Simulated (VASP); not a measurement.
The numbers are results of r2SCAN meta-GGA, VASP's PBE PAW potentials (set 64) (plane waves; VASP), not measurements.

A VASP calculation is set up with these files.

### KPOINTS
```
Automatic mesh
0
Gamma
10 10 5
0 0 0
```

**POSCAR**
```
WS2
1
    3.2233681288     0.0000000000     0.0000000000
   -1.6116840644     2.7915187553    -0.0000000000
    0.0000000000     0.0000000000     6.3603283739
W S
1 2
Direct
  0.0000000000   1.0000000000   0.0000000000
  0.3333330000   0.6666670000   0.2434646115
  0.6666670000   0.3333330000   0.7565353885
```

**INCAR**
```
! general
SYSTEM  = WS2
PREC    = Accurate
ENCUT   = 400
LREAL   = F
LASPH   = T

! electronic loop
EDIFF   = 1E-6
NELM    = 100
ALGO    = Normal
LMAXMIX = 6
LMIXTAU = T

! smearing
ISMEAR  = 1
SIGMA   = 0.1

! functional
METAGGA = R2SCAN

! ions
IBRION  = 2
NSW     = 60
ISIF    = 3
EDIFFG  = -0.02

! output
LWAVE   = F
LCHARG  = F
```

POTCAR, in this order: W_sv S (PBE.64 set). Program: vasp_std.

Q: What will the output report for the number of irreducible k-points (NKPTS), number of bands (NBANDS), largest plane-wave count, number of space-group operations, FFT grid (NGX, NGY, NGZ)?

A: 
The number of irreducible k-points (NKPTS) is 58. The number of bands (NBANDS) comes out as 17, the largest plane-wave count is 1055 and the number of space-group operations is 12. The FFT grid (NGX, NGY, NGZ) is 24 × 24 × 42.

The structure was generated: WS2 was put into the CdI2 type (P-3m1), which need not be its known phase. It was relaxed first, which changed the volume by -11 %. The start is the result of an earlier pass.
